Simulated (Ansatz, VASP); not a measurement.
## SnH5CN2Cl3: VASP beside Ansatz

One calculation is typed for both programs; each brings its own data sets. How far apart do they land? The cell is taken from a series of runs on this material, whose earlier steps may have relaxed, scaled, displaced or heated it; both programs get it as it stands.

Program: Ansatz 0.2.0. Level of theory: plane waves, with VASP 6.6.1 beside it; G0W0 gap at PBE. Results are calculated unless marked as measured.

## Step 1: The structure

It takes space group Amm2 (No. 38, orthorhombic). Conventional cell: a = 6.040 Å, b = 7.718 Å, c = 8.059 Å, α = 90.00°, β = 90.00°, γ = 90.00°. Nearest to Sn lie 6 Cl at 2.66 to 3.04 Å. Nearest to H lie 1 N at 1.02 Å. Nearest to H lie 1 N at 1.01 Å. Nearest to H lie 1 C at 1.09 Å. Nearest to C lie 1 H at 1.09 Å and 2 N at 1.31 Å. Nearest to N lie 2 H at 1.01 to 1.02 Å and 1 C at 1.31 Å. Farther neighbours and most contacts between anions are not listed.

## Step 2: Ansatz: G0W0 gap, PBE

Ansatz runs on its PAW soft_1 files.

Quasiparticle shifts depend on high empty states and on the cores, so they are the hardest test of two PAW sets.

The input, input.yaml:

```yaml
crystal:
  lattice:
    - [6.040487, 0.0, 0.0]
    - [0.0, 3.859191, 4.02926845]
    - [0.0, -3.859191, 4.02926845]
  atoms:
    - { symbol: Sn, position: [0.5, 0.365752805, 0.365752805] }
    - { symbol: H, position: [0.2019885572, 0.716766626, 0.716766626] }
    - { symbol: H, position: [0.7980114428, 0.716766626, 0.716766626] }
    - { symbol: H, position: [0.3296690576, 0.9133964881, 0.9133964881] }
    - { symbol: H, position: [0.6703309424, 0.9133964881, 0.9133964881] }
    - { symbol: H, position: [0.0, 0.0554070664, 0.0554070664] }
    - { symbol: C, position: [0.0, 0.9197288014, 0.9197288014] }
    - { symbol: "N", position: [0.1905769662, 0.8429629205, 0.8429629205] }
    - { symbol: "N", position: [0.8094230338, 0.8429629205, 0.8429629205] }
    - { symbol: Cl, position: [0.5, 0.8896958166, 0.3439999912] }
    - { symbol: Cl, position: [0.5, 0.3439999912, 0.8896958166] }
    - { symbol: Cl, position: [0.0, 0.40596145, 0.40596145] }
kpoints:
  mp_grid: { grid: [2, 2, 2] }
hamiltonian:
  xc: pbe
  pseudopotentials: { kind: paw, azcp: { folder: soft_1 } }
scf:
  occupations: { method: fixed }
gw:
  n_empty_bands: 728
  ecut_chi: 140
  qp_bands: [v4, c4]
  qp_kpoints: band_edges
  screening: { model: contour_deformation }
```

On the command line:

```
$ ansatz run input.yaml --threads 2 --pin off --max-ram 92160MiB --backend cuda --events-out ev --progress --plain --runs-dir out --devices 1 --max-vram 13GiB
```

Numbers of over 12 decimals in the logs are rounded to 6 here.

Log:

```text
GPUs: using 1 of 1 available (devices: 1).
Engine: ansatz 0.2.0, x86_64-unknown-linux-gnu
Pseudopotentials: kind: paw
Pseudopotential: Sn, paw, valence charge 14, recommended cutoff 420 eV (normal), soft_1/Sn.paw.azcp
Pseudopotential: H, paw, valence charge 1, recommended cutoff 420 eV (normal), soft_1/H.paw.azcp
Pseudopotential: C, paw, valence charge 4, recommended cutoff 420 eV (normal), soft_1/C.paw.azcp
Pseudopotential: N, paw, valence charge 5, recommended cutoff 420 eV (normal), soft_1/N.paw.azcp
Pseudopotential: Cl, paw, valence charge 7, recommended cutoff 420 eV (normal), soft_1/Cl.paw.azcp
Functional definition: PBE
  parameter kappa = 0.804
  parameter beta = 0.066725
  exchange = pbe_x(kappa = kappa, mu = beta*pi^2/3)
  correlation = pbe_c(beta = beta)
device memory: the entry about to start is reckoned to put 1.7 GiB on a device that reports 26.8 GiB free (of which the cap on the GPU budget leaves the run 13.0 GiB)
GPU FFT provider: cuFFT
GPU libraries: cuBLAS 13.8.2, cuFFT 12.4.0, cuSOLVER 12.3.4
Crystal: 12 atoms, lattice volume = 187.856 Å³
Basis set: ecut = 420 eV, 3677 PW (Γ)
Bands: 39, of which v1, the nominal top of the filled ones, is band 27 counted from 1 (26 counted from 0)
Symmetry: 4 space group operations
Space group: Amm2 (ITA 38), of the structure as read, at distance tolerance 5.7e-5 Å
k-points: 6 of 8
Non-local potential: Sn, projectors of the file, l = 0: 2, l = 1: 2, l = 2: 2, l = 3: 1
Non-local potential: H, projectors of the file, l = 0: 2, l = 1: 1
Non-local potential: C, projectors of the file, l = 0: 2, l = 1: 2, l = 2: 1
Non-local potential: N, projectors of the file, l = 0: 2, l = 1: 2, l = 2: 1
Non-local potential: Cl, projectors of the file, l = 0: 2, l = 1: 2, l = 2: 1
PAW form: soft (Blöchl's): semilocal exchange-correlation on the pseudo side does not see the compensation charge
PAW one-centre angular grid: Sn, 590 points (default); XC on 64 Gauss nodes
PAW one-centre angular grid: H, 110 points (default); XC on 64 Gauss nodes
PAW one-centre angular grid: C, 110 points (default); XC on 64 Gauss nodes
PAW one-centre angular grid: N, 110 points (default); XC on 64 Gauss nodes
PAW one-centre angular grid: Cl, 110 points (default); XC on 64 Gauss nodes
Initial density: superposition of atomic densities (chi_scale 0.1, normalization cell), built separately for each of the 2 bonded fragments (scf.initial_density.interfragment_charge_transfer: auto; true builds it for the cell as a whole; a typed value also counts as a typed key of the start: scf.initial_density.chi_scale says what that changes, if anything)
Initial wavefunctions: pseudopotential atomic-orbital guess
GPU buffer pool allocated for 72000 grid points (all kernels)
GPU transforms: local potential and band sums: pruned to the plane-wave sphere, on 45×40×40
Functional: x = pbe(κ = 0.804, μ = 0.219515), c = pbe(β = 0.066725)
SCF iter   1: F=—  HF=-10369.685497 eV  |F-HF|=—  |Δ(HF+E_count)|=         —  Δρ=7.40e-2  dr2=8.80e0  ethr=3.10e-3  ⟨swp⟩=5.0  Hψ=908  notcnv=0  defer=56
preconditioner: auto → Resta (q_TF=auto, 2.216 Å⁻¹)  ε∞=2.9  [insulator: Δε(μ)=1.013 eV  Ē_g=12.447 eV  n_scr=28 (ndim 8)  ℏωp=17.1 eV  f_vac=0.046  ε∞_Penn≈2.9]
SCF iter   2: F=—  HF=-10367.238122 eV  |F-HF|=—  |Δ(HF+E_count)|=    2.45e0  Δρ=3.30e-2  dr2=1.39e0  ethr=3.10e-3  ⟨swp⟩=3.0  Hψ=530  notcnv=0  defer=58
SCF iter   3: F=—  HF=-10366.944496 eV  |F-HF|=—  |Δ(HF+E_count)|=   2.94e-1  Δρ=1.19e-2  dr2=2.25e-1  ethr=2.57e-3  ⟨swp⟩=2.0  Hψ=372  notcnv=0  defer=59
SCF iter   4: F=—  HF=-10366.920796 eV  |F-HF|=—  |Δ(HF+E_count)|=   2.37e-2  Δρ=2.83e-3  dr2=1.56e-2  ethr=4.17e-4  ⟨swp⟩=2.0  Hψ=340  notcnv=0  defer=60
SCF iter   5: F=—  HF=-10366.926166 eV  |F-HF|=—  |Δ(HF+E_count)|=   5.37e-3  Δρ=8.77e-4  dr2=1.65e-3  ethr=2.90e-5  ⟨swp⟩=2.0  Hψ=335  notcnv=0  defer=60
SCF iter   6: F=—  HF=-10366.927835 eV  |F-HF|=—  |Δ(HF+E_count)|=   1.67e-3  Δρ=1.64e-4  dr2=6.33e-5  ethr=3.06e-6  ⟨swp⟩=2.2  Hψ=355  notcnv=0  defer=60
SCF iter   7: F=—  HF=-10366.927858 eV  |F-HF|=—  |Δ(HF+E_count)|=   2.38e-5  Δρ=4.97e-5  dr2=5.33e-6  ethr=1.17e-7  ⟨swp⟩=2.3  Hψ=374  notcnv=0  defer=60
SCF iter   8: F=—  HF=-10366.927867 eV  |F-HF|=—  |Δ(HF+E_count)|=   8.34e-6  Δρ=1.01e-5  dr2=2.96e-7  ethr=9.88e-9  ⟨swp⟩=2.0  Hψ=292  notcnv=0  defer=60
SCF iter   9: F=-10366.927867 eV  HF=-10366.927867 eV  |F-HF|=2.15e-8  |Δ(HF+E_count)|=   5.48e-7  Δρ=2.25e-6  dr2=1.10e-8  ethr=1.85e-10  ⟨swp⟩=14.3  Hψ=1504  notcnv=0
SCF 1 converged in 9 iterations: F = -10366.927867 eV  dr2 = 1.10e-8
  greatest PAW one-centre occupation: 0.993 electrons in one spin orbital (limit 2), on the Sn atom at site 0 (counted from 0), in its partial waves of l = 2
device memory: the entry about to start is reckoned to put 2.2 GiB on a device that reports 26.8 GiB free (of which the cap on the GPU budget leaves the run 13.0 GiB)
NSCF: frozen V_eff on 6 k-points
the band table was solved once the SCF had ended and its energy, with any forces and stress, was formed, with the checks that follow a solve (1024 applications of the Hamiltonian). They found nothing against the state; the energy, forces and stress were not computed again (output.eigenvalues in the input reference)
[...]
Internal energy: -10366.927867 eV  (E = F + TS)
E sigma→0 (E₀):  -10366.927867 eV
Fermi energy:    3.094491 eV
--- Per-component energies (eV) ---
  E_band       = -399.837214
  E_kinetic    = 1040.050679
  E_local      = -3317.018194  (includes V_loc(G=0)·N_el)
  E_nonlocal   = 336.257504
  E_hartree    = 1307.177947
  E_xc         = -655.551310
  E_vxc        = -690.768065  (∫ρ·V_xc dr)
  E_paw        = -6705.620355  (= ΣΔE_a)
  E_vpaw       = -382.711290  (= ΣTr[D̂ρ^β])
  E_aug_tail   = -0.002679  (compensation charges beyond the density's cutoff)
  E_ewald      = -2372.221459
  E_smearing   = -0.000000  (= −TS)
  E_closure    = -0.000000  (closes the sum)
  Σ components = -10366.927867   (vs F -10366.927867, Δ=0.00e0)
--- Band table (eV; the first three rows and the last of 6) ---
  k-point 0: bands = [... 23 lower, 0.3041, 0.5342, 0.7374, 1.0186, 5.7591, 6.8358, 7.2032, 8.0108, ... 8 higher]
  k-point 1: bands = [... 23 lower, 0.7155, 0.7213, 0.9171, 1.4116, 5.3548, 5.7987, 6.7973, 7.8046, ... 8 higher]
  k-point 2: bands = [... 23 lower, 0.5698, 0.8771, 0.8798, 2.3371, 4.8485, 5.0304, 5.9306, 6.3805, ... 8 higher]
  k-point 5: bands = [... 23 lower, 0.5652, 0.8570, 1.0994, 3.0945, 4.2081, 4.6995, 4.7509, 5.9925, ... 8 higher]
--- G₀W₀: contour deformation, 7 samples at zero and on the imaginary axis and 1 off it, 8 q-points, 728 empty bands' worth ---
  eigenvalues of the whole cell's RPA ε∞ on this k-mesh (on a slab, of 1 + 4πα/V) = 8.6954, 9.4374, 12.7240; static W/v taken at q = 0 is 0.098504
  gw.qp_kpoints: band_edges: 6 of 6 stored k-points solved, in 1 pass; an edge of the gap read off the rows below is read off those points alone
  `?` marks the rows in doubt; gw_qp.tsv's column doubts and the gw_qp event give each row's grounds
    ik  band        ε_KS         Σx   Σc(E_QP)       V_xc       Z   E_QP_lin       E_QP  E_QP is
     0    24      0.3041   -20.4761     3.4069   -16.1123  0.6956    -0.7403    -0.6528  root
     0    25      0.5342   -20.5003     3.3715   -16.2230  0.6874    -0.4436    -0.3716  root
     0    26      0.7374   -20.1064     3.4960   -15.6316  0.6875    -0.3411    -0.2415  root
     0    27      1.0186   -20.4600     3.5929   -15.8676  0.6871    -0.0912     0.0190  root ?
     0    28      5.7591    -8.6934    -4.4786   -14.1805  0.7362     6.8765     6.7677  root ?
     0    29      6.8358    -5.8415    -4.2056   -10.4787  0.7589     7.2765     7.2673  root
     0    30      7.2032    -9.1529    -4.5089   -13.9974  0.6963     7.5453     7.5387  root
     0    31      8.0108    -5.7479    -4.1294   -10.0670  0.7575     8.2025     8.2005  root
     1    24      0.7155   -21.1589     3.2980   -16.9302  0.7039    -0.2913    -0.2152  root
     1    25      0.7213   -20.0034     3.4750   -15.5423  0.6889    -0.3681    -0.2647  root ?
     1    26      0.9171   -20.1980     3.5857   -15.6087  0.6868    -0.1998    -0.0864  root ?
     1    27      1.4116   -19.9513     2.1815   -16.9801  0.7094     0.5773     0.6218  root
     1    28      5.3548    -8.4218    -4.1435   -12.8962  0.7349     5.6911     5.6857  root
     1    29      5.7987    -8.9954    -4.5826   -14.6194  0.7339     6.9750     6.8400  root ?
     1    30      6.7973    -9.0870    -4.3137   -13.7230  0.7066     7.1250     7.1195  root
     1    31      7.8046    -6.9762    -4.5246   -12.1447  0.7474     8.4739     8.4485  root
     2    24      0.5698   -19.5809     3.4676   -15.1304  0.6870    -0.5158    -0.4130  root ?
     2    25      0.8771   -20.0576     3.5667   -15.4891  0.6869    -0.2370    -0.1247  root ?
     2    26      0.8798   -21.5147     3.2279   -17.3687  0.7089    -0.1088    -0.0384  root
     2    27      2.3371   -19.3250     1.6334   -16.9475  0.7209     1.5581     1.5931  root
     2    28      4.8485    -7.8066    -4.0448   -12.1666  0.7417     5.1682     5.1637  root
     2    29      5.0304    -8.4583    -4.0500   -12.8132  0.7400     5.3395     5.3352  root
     2    30      5.9306    -9.1908    -4.6193   -14.9724  0.7304     7.1489     7.0929  root ?
     2    31      6.3805    -9.0202    -4.1086   -13.4331  0.7163     6.6896     6.6848  root
     3    24      0.6441   -19.8720     3.5200   -15.3636  0.6866    -0.4502    -0.3443  root ?
     3    25      0.9604   -20.3067     3.6206   -15.6757  0.6865    -0.1679    -0.0499  root ?
     3    26      0.9890   -21.5630     3.1612   -17.5029  0.7103     0.0255     0.0900  root
     3    27      1.3617   -19.8716     2.4681   -16.5943  0.7004     0.5048     0.5525  root
     3    28      5.2214    -8.3294    -4.0184   -12.6269  0.7329     5.5043     5.5005  root
     3    29      5.8155    -8.8652    -4.6317   -14.5445  0.7338     7.0048     6.8631  root ?
     3    30      7.4340    -6.6841    -4.3509   -11.4505  0.7422     7.8566     7.8495  root
     3    31      8.0595    -9.1673    -4.6260   -14.1582  0.7093     8.4314     8.4243  root
     4    24      0.6478   -21.2231     3.2088   -17.0869  0.7107    -0.3528    -0.2795  root
     4    25      0.7858   -20.1236     3.5308   -15.5983  0.6880    -0.3165    -0.2086  root ?
     4    26      1.0469   -20.5988     3.5240   -16.0820  0.6902    -0.0510     0.0542  root ?
     4    27      2.2320   -19.8406     1.8156   -17.2863  0.7155     1.4586     1.4933  root
     4    28      4.7154    -7.7472    -3.9035   -11.8901  0.7398     4.9574     4.9548  root
     4    29      5.1027    -8.0704    -4.0515   -12.4092  0.7392     5.3939     5.3900  root
     4    30      5.9085    -9.1629    -4.5831   -14.9618  0.7316     7.1670     7.1243  root
     4    31      7.4885    -8.3032    -4.3357   -13.0028  0.7342     7.8586     7.8524  root
     5    24      0.5652   -20.9605     3.3982   -16.6025  0.6991    -0.4820    -0.3946  root
     5    25      0.8570   -20.4322     3.4506   -16.0064  0.6912    -0.2144    -0.1182  root
     5    26      1.0994   -20.6557     3.5408   -16.1213  0.6899     0.0001     0.1058  root ?
     5    27      3.0945   -19.5565     1.3702   -17.4898  0.7241     2.3700     2.3981  root
     5    28      4.2081    -6.9926    -3.8432   -11.0395  0.7464     4.4136     4.4118  root
     5    29      4.6995    -7.5417    -4.0088   -11.8177  0.7437     4.9700     4.9668  root
     5    30      4.7509    -7.8940    -4.0120   -12.1903  0.7442     5.0390     5.0353  root
     5    31      5.9925    -9.3617    -4.6385   -15.2627  0.7296     7.2965     7.2550  root
[key lines of the parts left out:]
SCF converged after 9 iterations
Free energy (F): -10366.927867 eV
```

(Part 1 of 2 ends here.)

[Lines on the potential files, build, host, timing and source positions are cut from VASP's logs without a mark.]

[Logs are printed without paths, hosts, clocks, repeated set-up lines and the standing remarks that a program may print on its own settings, such as how far it seeks lower states.]

[Hosts, paths, dates, database ids (printed as entryN), source tags and the programs' standing remarks are cut or masked in the printed files.]
